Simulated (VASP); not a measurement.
Input:

```
CELL_PARAMETERS angstrom
      0.00000     2.03879     2.03879
      2.03879     0.00000     2.03879
      2.03879     2.03879     0.00000
ATOMIC_POSITIONS crystal
  Ag 0.00000 0.00000 0.00000
```

Computed with r2SCAN+rVV10, VASP's PBE PAW potentials (set 64) (plane waves; VASP). Settings: 400 eV cut-off, 17×17×17 Γ-centred mesh, tetrahedra with Blöchl corrections, potentials Ag.

Task: Give the energies of bands 1 to 7 at the high-symmetry points, in eV from the Fermi level.

Result: 
| band | Γ | X | U | L | W |
|---|---|---|---|---|---|
| 1 | -8.08 | -6.88 | -6.44 | -6.82 | -6.11 |
| 2 | -5.20 | -6.75 | -5.99 | -5.23 | -5.47 |
| 3 | -5.20 | -3.35 | -4.44 | -5.23 | -5.47 |
| 4 | -5.20 | -3.09 | -3.91 | -3.31 | -4.13 |
| 5 | -4.14 | -3.09 | -3.39 | -3.31 | -3.09 |
| 6 | -4.14 | 1.65 | 4.42 | -0.43 | 6.15 |
| 7 | 16.60 | 6.97 | 5.45 | 3.69 | 6.15 |

It has no gap at this level: it comes out as a metal or semimetal.

The structure comes from a measured Ag entry (Fm-3m) of the Crystallography Open Database, whose conditions weren't checked. It was relaxed first.
